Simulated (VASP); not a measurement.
The system is Au.

```
Au
1.0
     0.00000    2.05850    2.05850
     2.05850    0.00000    2.05850
     2.05850    2.05850    0.00000
Au
1
Direct
  0.00000 0.00000 0.00000
```

- Program: VASP 6.6.1
- Task: relaxation of cell and atoms
- Functional: PBEsol
- Potentials or basis: VASP PAW PBE potentials, release 64 (Au)
- Cutoff: 300 eV
- k mesh: 18 × 18 × 18
- Occupations: gaussian, width 0.1 eV
- Spin: no spin polarisation

At the start: pressure -4.9 GPa; volume 17.45 Å³/atom.

Task: How do energy, volume and symmetry change on relaxing?

Result: Over 4 steps the energy falls by 8.2 meV/atom and the volume is 16.92 Å³/atom (-3.0 %); space group Fm-3m (No. 225, to 0.05 Å).

Step by step:
```csv
step,energy change (eV),largest force (eV/Å),pressure (GPa),volume (Å³)
1,0.0000,0.0000,-4.89,17.45
2,0.0143,0.0000,9.70,16.14
3,-0.0082,0.0000,-0.06,16.93
4,-0.0082,0.0000,0.04,16.92
```

Final structure:
```
Au
1.0
     0.00000    2.03763    2.03763
     2.03763    0.00000    2.03763
     2.03763    2.03763    0.00000
Au
1
Cartesian
  2.0376 4.0753 2.0376
```

Caveat: the PAW data sets were made with another functional, which shifts forces and pressure a little.
